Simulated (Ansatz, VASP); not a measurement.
# Two plane-wave programs on NaB5

```
Na B
1.0
     4.37533    0.00000    0.00000
    -2.18766    3.78914    0.00000
     0.00000    0.00000    2.85910
Na B
1 5
Direct
  0.00000 0.00000 0.00000
  0.33333 0.66667 0.00000
  0.66667 0.33333 0.00000
  0.50000 0.00000 0.50000
  0.50000 0.50000 0.50000
  0.00000 0.50000 0.50000
```

Change from the starting cell: species swapped into the YRh5 type (P6/mmm, No. 191).

Alike in both runs: functional PBE; k mesh 6 × 6 × 6; occupations gaussian, width 0.1 eV; no spin polarisation.

Ansatz relaxed the structure, and its values are those at the end. VASP's run is a single point on that final structure, the one shown.

|  | VASP | Ansatz |
| --- | --- | --- |
| version | VASP 6.6.1 | Ansatz 0.2.0 |
| potentials or method | VASP PAW PBE potentials, release 64 (Na_pv, B) | scalar-relativistic, plane waves, PAW |
| plane-wave cutoff (eV) | 520 | 420 |
| valence electrons in the cell | 22 | 24 |

Ansatz gave:

| Property | Result |
| --- | --- |
| gap on the k mesh at the Fermi level (eV) | none |
| pressure (GPa) | -0.2 |

Task: Which values does VASP return?

Result: gap on the k mesh at the Fermi level (eV): none; pressure (GPa): 0.0.

A gap of «none» marks a metal or a gap that the smearing closes. The two sets of potentials don't hold the same shells in valence.

Caveats: the k mesh is coarse (spacing up to 0.37 Å⁻¹), so the values aren't converged.
